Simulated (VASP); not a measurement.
Given:

```yaml
crystal:
  lattice:
    - [3.23369, -2.36313, 0.00000]
    - [3.23369, 2.36313, 0.00000]
    - [-1.17371, 0.00000, 6.98386]
  atoms:
    - { symbol: V, position: [0.00000, 0.50000, 0.00000], spin: 2.0 }
    - { symbol: V, position: [0.50000, 0.00000, 0.50000], spin: 2.0 }
    - { symbol: As, position: [0.58160, 0.41840, 0.25000] }
    - { symbol: As, position: [0.41840, 0.58160, 0.75000] }
```

Calculation: PBE GGA, VASP's PBE PAW potentials (set 64) (plane waves; VASP). Numerical set-up: 750 eV cut-off, 5×5×3 Γ-centred mesh, Gaussian smearing of 0.050 eV, potentials V_sv As.

**Question.** Which forces act on the atoms, in eV/Å?

**Answer.** 
```tsv
atom	Fx	Fy	Fz
V1	0.000	0.000	0.000
V2	0.000	0.000	0.000
As3	0.000	-0.140	0.000
As4	0.000	0.140	0.000
```

**Question.** Give the stress tensor in GPa (positive for a compressed cell).

**Answer.** 
```
-12.38    0.00    1.31
  0.00  -10.04    0.00
  1.31    0.00  -12.16
```
The pressure is its mean diagonal, -11.53 GPa.

The structure was generated: VAs was put into the tenorite type (C2/c), which need not be its known phase. The cell was not relaxed at this level. The k-mesh is coarse (spacing up to 0.33 per Å, 2π included), so the numbers may not be converged in it. The run is one of a series of settings (ENCUT = 750 against the base run), some of them coarse on purpose.
